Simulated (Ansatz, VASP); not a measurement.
**SiTe2 in two plane-wave programs**

Aim: how closely do two programs agree when they are given the same cell, functional and k mesh? The cell is taken from a series of runs on this material, whose earlier steps may have relaxed, scaled, displaced or heated it; both programs get it as it stands.

Program: Ansatz 0.2.0. Level of theory: plane waves, with VASP 6.6.1 beside it; zone-centre phonons at PBEsol. Results are calculated unless marked as measured.

## (1) The starting structure

The cell holds 3 atoms: 1 Si and 2 Te. Its edges and angles: a = 3.740 Å, b = 3.740 Å, c = 30.424 Å, α = 90.0°, β = 90.0°, γ = 120.0°. Vacuum lies along c.

## (2) Ansatz: zone-centre phonons, PBEsol

Ansatz runs on its PAW soft_1 files.

Second derivatives magnify differences that forces hide, and they need a tight electronic threshold.

Input file input.yaml:

```yaml
crystal:
  lattice:
    - [3.7396058904, 0.0, 0.0]
    - [-1.8698029452, 3.2385937012, 0.0]
    - [0.0, 0.0, 30.424]
  atoms:
    - { symbol: Si, position: [0.0, 0.0, 0.328687878] }
    - { symbol: Te, position: [0.3333333333, 0.6666666667, 0.3818136201] }
    - { symbol: Te, position: [0.6666666667, 0.3333333333, 0.2755621359] }
  periodic: [true, true, false]
kpoints:
  mp_grid: { grid: [15, 15, 1] }
hamiltonian:
  xc: pbesol
  pseudopotentials: { kind: paw, azcp: { folder: soft_1 }, xc_functional: pbe }
scf:
  occupations: { method: methfessel_paxton, width: 0.2 }
output:
  eigenvalues: true
phonons:
  method: dfpt
```

Started as:

```
ansatz run input.yaml --threads 8 --pin off --max-ram 16384MiB --backend cpu --events-out ev --progress --plain --runs-dir out
```

Numbers of over 12 decimals in the logs are rounded to 6 here.

Log:

```text
Warning: crystal.symmetry: narrowed to the stabiliser of the run's FFT grids — unitary ops 12 → 6. A phonons.method: dfpt run fills in the rows of the dynamical matrix that it does not solve by its symmetry operations, which is exact only for operations that map its FFT grids onto themselves: filled in by any other, the frequencies could depend on the order in which like atoms are typed, or, by more than the grids' own error, on where the crystal sits among the grids' points. Excluded: 6 operations. The run can therefore solve more perturbations, solve them on more k-points, or both, and cost more. [rest of the remark cut]
Engine: ansatz 0.2.0, aarch64-unknown-linux-gnu
Pseudopotentials: kind: paw
Pseudopotential: Si, paw, valence charge 4, recommended cutoff 420 eV (normal), soft_1/Si.paw.azcp
Pseudopotential: Te, paw, valence charge 16, recommended cutoff 420 eV (normal), soft_1/Te.paw.azcp
Functional definition: PBEsol
  exchange = pbesol_x
  correlation = pbesol_c
Crystal: 3 atoms, lattice volume = 368.467 Å³
Basis set: ecut = 420 eV, 7265 PW (Γ), exchange–correlation on 50×50×432 points (8 copies of the dense FFT grid, shifted against one another)
Bands: 22, of which v1, the nominal top of the filled ones, is band 18 counted from 1 (17 counted from 0)
Symmetry: 12 space group operations
k-points: 64 of 225 (irreducible under 2 space group operations, time reversal used)
Non-local potential: Si, projectors of the file, l = 0: 2, l = 1: 2, l = 2: 1
Non-local potential: Te, projectors of the file, l = 0: 2, l = 1: 2, l = 2: 2, l = 3: 1
PAW form: soft (Blöchl's): semilocal exchange-correlation on the pseudo side does not see the compensation charge
PAW frozen core: Si, regenerated for the run's functional, and the local potential with it (the file was generated under x = pbe(κ = 0.804, μ = 0.219515), c = pbe(β = 0.066725))
PAW frozen core: Te, regenerated for the run's functional, and the local potential with it (the file was generated under x = pbe(κ = 0.804, μ = 0.219515), c = pbe(β = 0.066725))
PAW one-centre angular grid: Si, 110 points (default); XC on 64 Gauss nodes
PAW one-centre angular grid: Te, 590 points (default); XC on 64 Gauss nodes
Initial density: superposition of atomic densities (neutral atoms: chi_scale 0, normalization atom)
Initial wavefunctions: pseudopotential atomic-orbital guess
Functional: x = pbesol(κ = 0.804, μ = 0.123457), c = pbesol(β = 0.046)
iter 1 solved again at ethr=1.61e-3 eV; its pass at ethr=3.10e-3 eV (dr2=5.79e-1 eV) is discarded
SCF iter   1: F=—  HF=-14424.688051 eV  |F-HF|=—  |Δ(HF+E_count)|=         —  Δρ=9.82e-3  dr2=5.94e-1  ethr=1.61e-3  ⟨swp⟩=1.6  Hψ=14176  notcnv=0
preconditioner: auto → LDOS  [metal: Δε(μ)=0.057 eV  Ē_g=8.599 eV  σ=0.200 eV  W_gap=0.23  n_scr=16 (ndim 8)  ℏωp=7.7 eV  f_vac=0.746  D(μ)=1.46/eV (n_scr^D=8)  β→1.0]
SCF iter   2: F=—  HF=-14424.603224 eV  |F-HF|=—  |Δ(HF+E_count)|=   8.48e-2  S|Δr|=    0.00e0  Δρ=3.82e-3  dr2=1.90e-1  ethr=1.61e-3  ⟨swp⟩=4.9  Hψ=3897  notcnv=0
SCF iter   3: F=—  HF=-14424.571883 eV  |F-HF|=—  |Δ(HF+E_count)|=   3.13e-2  S|Δr|=    0.00e0  Δρ=1.68e-3  dr2=2.31e-2  ethr=5.29e-4  ⟨swp⟩=3.7  Hψ=3969  notcnv=0
SCF iter   4: F=—  HF=-14424.566797 eV  |F-HF|=—  |Δ(HF+E_count)|=   5.09e-3  S|Δr|=    0.00e0  Δρ=2.80e-4  dr2=7.32e-4  ethr=6.42e-5  ⟨swp⟩=3.7  Hψ=3051  notcnv=0
SCF iter   5: F=—  HF=-14424.566690 eV  |F-HF|=—  |Δ(HF+E_count)|=   1.06e-4  S|Δr|=    0.00e0  Δρ=6.76e-5  dr2=2.94e-5  ethr=2.03e-6  ⟨swp⟩=3.9  Hψ=3214  notcnv=0
SCF iter   6: F=—  HF=-14424.566683 eV  |F-HF|=—  |Δ(HF+E_count)|=   7.35e-6  S|Δr|=    0.00e0  Δρ=1.24e-5  dr2=4.01e-7  ethr=8.18e-8  ⟨swp⟩=3.3  Hψ=3256  notcnv=0
SCF iter   7: F=—  HF=-14424.566729 eV  |F-HF|=—  |Δ(HF+E_count)|=   4.56e-5  S|Δr|=    0.00e0  Δρ=2.58e-6  dr2=2.40e-8  ethr=1.11e-9  ⟨swp⟩=4.1  Hψ=3848  notcnv=0
SCF iter   8: F=—  HF=-14424.566729 eV  |F-HF|=—  |Δ(HF+E_count)|=   6.73e-8  S|Δr|=    0.00e0  Δρ=3.74e-7  dr2=4.62e-10  ethr=6.65e-11  ⟨swp⟩=2.6  Hψ=2855  notcnv=0
SCF iter   9: F=—  HF=-14424.566729 eV  |F-HF|=—  |Δ(HF+E_count)|=   7.00e-9  S|Δr|=    0.00e0  Δρ=6.95e-8  dr2=2.39e-11  ethr=1.28e-12  ⟨swp⟩=4.0  Hψ=3063  notcnv=0
SCF iter  10: F=-14424.566729 eV  HF=-14424.566729 eV  |F-HF|=5.46e-11  |Δ(HF+E_count)|=  7.13e-10  S|Δr|=    0.00e0  Δρ=7.17e-9  dr2=2.19e-13  ethr=1.00e-12  ⟨swp⟩=15.1  Hψ=11103  notcnv=0
SCF 1 converged in 10 iterations: F = -14424.566729 eV  dr2 = 2.19e-13
  greatest PAW one-centre occupation: 0.998 electrons in one spin orbital (limit 2), on the Te atom at site 2 (counted from 0), in its partial waves of l = 2
DFPT response loops at Γ: preconditioner auto → none (partly filled bands, converged f_vac=0.751); β = 0.50; Broyden in place of MSR1
SCF converged after 10 iterations
Stability not checked: this state was not tested for a lower state beside it, because cold or Methfessel-Paxton smearing, or corrected tetrahedra, fill the levels in a way that the test cannot read (fill_not_monotonic; see scf.lower_state_search)
Free energy (F): -14424.566729 eV
Harris-Foulkes:  -14424.566729 eV  (|F-HF|=5.46e-11)
Internal energy: -14424.566281 eV  (E = F + TS)
E sigma→0 (E₀):  -14424.566617 eV
Entropy (-TS):   -0.000447 eV (-0.149 meV/atom)
Fermi energy:    -4.859964 eV
--- Per-component energies (eV) ---
  E_band       = -991.267460
  E_kinetic    = 387.292291
  E_local      = -58972.930861  (includes V_loc(G=0)·N_el)
  E_nonlocal   = 158.101825
  E_hartree    = 29241.122514
  E_xc         = -299.460219
  E_vxc        = -252.246048  (∫ρ·V_xc dr)
  E_paw        = -9684.424710  (= ΣΔE_a)
  E_vpaw       = -793.729936  (= ΣTr[D̂ρ^β])
  E_aug_tail   = 0.000212  (compensation charges beyond the density's cutoff)
  E_ewald      = 24744.951483
  E_core_change = 0.781183  (= ΣΔE_core)
  E_smearing   = -0.000447  (= −TS)
  E_closure    = 0.000000  (closes the sum)
  Σ components = -14424.566729   (vs F -14424.566729, Δ=0.00e0)
--- Band table (eV; the first three rows and the last of 64) ---
  k-point 0: bands = [... 14 lower, -5.3600, -5.3600, -4.7730, -4.7730, -3.3429, -1.6592, -1.4910, -1.4910]
  k-point 1: bands = [... 14 lower, -6.0556, -5.6380, -5.0905, -4.6325, -2.9252, -1.7235 (-1.7235°), -1.4204, -1.2243]
  k-point 2: bands = [... 14 lower, -6.7500, -6.1105, -5.8748, -4.5621, -2.8143, -1.7509, -1.1867, -0.5988]
  k-point 63: bands = [... 14 lower, -8.8249, -7.9620, -6.9438, -5.7491, -3.6765, -1.8115, -0.3724, 0.2347]
  ° read free of the cell's end (the report's vacuum.weakly_bound_levels)
--- Phonons (Γ-DFPT): 6 representative perturbations + reference, on 64 of 225 k-points (Σ response iterations 22) ---
  ASR residual: 2.633e-5 → 0.000e0 eV/Å²; symmetrization residual: 1.152e-5 eV/Å²
  The last average, over the group as it would stand without the narrowing to the FFT grids, took up to 8.225e-7 eV/Å² of the zone centre's force constants
  ASR residual per site (eV/Å²): 2.16e-5 2.63e-5 2.45e-5
  Γ frequencies (cm⁻¹): 0.00 0.00 0.00 82.48 82.48 147.52 205.99 205.99 304.25
  non-analytic LO–TO correction: not included (Born effective charges unavailable; polar crystals: no LO–TO splitting at Γ)
```

(Part 1 of 2 ends here.)

[Lines on the potential files, build, host, timing and source positions are cut from VASP's logs without a mark.]

[Logs are printed without paths, hosts, clocks, repeated set-up lines and the standing remarks that a program may print on its own settings, such as how far it seeks lower states.]

[Hosts, paths, dates, database ids (printed as entryN), source tags and the programs' standing remarks are cut or masked in the printed files.]
